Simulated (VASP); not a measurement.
Data:

```
CELL_PARAMETERS angstrom
     -1.54641     1.54641     1.54641
      1.54641    -1.54641     1.54641
      1.54641     1.54641    -1.54641
ATOMIC_POSITIONS crystal
  Mo 0.00000 0.00000 0.00000
```

The numbers are results of PBE GGA, VASP's PBE PAW potentials (set 64) (plane waves; VASP 6.6.1), not measurements. Settings: 500 eV cut-off, 16×16×16 Γ-centred mesh, first-order Methfessel-Paxton smearing of 0.10 eV, potentials Mo_sv.

Energy and stress use the plane-wave basis of the starting cell.

### Question
The ions, cell shape and volume at an external pressure of 30.0 GPa are relaxed. Give the cell that the relaxation ends in.

### Answer

```
CELL_PARAMETERS angstrom
     -1.53210     1.53210     1.53210
      1.53210    -1.53210     1.53210
      1.53210     1.53210    -1.53210
ATOMIC_POSITIONS crystal
  Mo 0.00000 0.00000 0.00000
```
Space group Im-3m (229), at a tolerance of 0.03 Å.

### Question
How do energy and volume change from the first to the last step?

### Answer
The energy (σ→0) changes by +63.2 meV/atom and the volume by -2.7 %, in 4 ionic steps.

```
step  E(σ→0) (eV)  max force (eV/Å)  pressure (GPa)  volume (Å³)
----  -----------  ----------------  --------------  -----------
1        -10.8802             0.000           19.97        14.79
2        -10.3240             0.000           80.34        12.90
3        -10.8204             0.000           29.48        14.40
4        -10.8170             0.000           29.95        14.39
```

The compound is Mo in the bcc structure. This run relaxes it under an external pressure of 30 GPa. Symmetry was kept, so distortions that lower it aren't found.
